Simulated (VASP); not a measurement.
An input for Quantum ESPRESSO's pw.x (written as the equivalent of a VASP run, and not itself run):

```
&CONTROL
  calculation = 'scf'
  pseudo_dir = './pseudo'
  outdir = './out'
  tprnfor = .true.
  tstress = .true.
/
&SYSTEM
  ibrav = 0
  nat = 4
  ntyp = 2
  ecutwfc = 78
  occupations = 'smearing'
  smearing = 'methfessel-paxton'
  degauss = 0.00735
  input_dft = 'vdw-df-ob86'
/
&ELECTRONS
  conv_thr = 7.3e-09
  electron_maxstep = 100
/
ATOMIC_SPECIES
  Sc 44.956 Sc.upf
  Al 26.982 Al.upf
CELL_PARAMETERS angstrom
     4.0060578    0.0000000    0.0000000
     0.0000000    4.0060578    0.0000000
     0.0000000    0.0000000    4.0060578
ATOMIC_POSITIONS crystal
  Sc   0.0000000  0.0000000  0.0000000
  Al   0.0000000  0.5000000  0.5000000
  Al   0.5000000  0.0000000  0.5000000
  Al   0.5000000  0.5000000  0.0000000
K_POINTS automatic
  8 8 8 0 0 0
```

Problem. Write the VASP files for the same calculation (optB86b-vdW).

Solution. One answer among several that fit: 
**POSCAR**
```
Al3Sc
1
    4.0060577656     0.0000000000     0.0000000000
    0.0000000000     4.0060577656     0.0000000000
    0.0000000000     0.0000000000     4.0060577656
Sc Al
1 3
Direct
  0.0000000000   0.0000000000   0.0000000000
  0.0000000000   0.5000000000   0.5000000000
  0.5000000000   0.0000000000   0.5000000000
  0.5000000000   0.5000000000   0.0000000000
```

**INCAR**
```
SYSTEM = Al3Sc
PREC = Accurate; ENCUT = 520; LREAL = .FALSE.
LASPH = .TRUE.
EDIFF = 1E-7; NELM = 100; ALGO = Normal
LMAXMIX = 4
ISMEAR = 1; SIGMA = 0.1
GGA = MK; LUSE_VDW = .TRUE.; AGGAC = 0.0
PARAM1 = 0.1234; PARAM2 = 1.0
ISIF = 2
LWAVE = .FALSE.; LCHARG = .FALSE.
```

**KPOINTS**
```
K-points
0
G
 8 8 8
0 0 0
```

POTCAR, in this order: Sc_sv Al (PBE.64 set). Program: vasp_std.

The two are equivalent in intent, not identical: the potentials are each code's own (VASP's PAW set, PseudoDojo norm-conserving files in pw.x), so ENCUT and ecutwfc are chosen apart and not converted; conv_thr bounds pw.x's estimated SCF error, while EDIFF bounds the energy change between steps.

The compound is Al3Sc in the L1_2 structure. This cell is one point of a volume scan, at 0.94 of the reference volume.
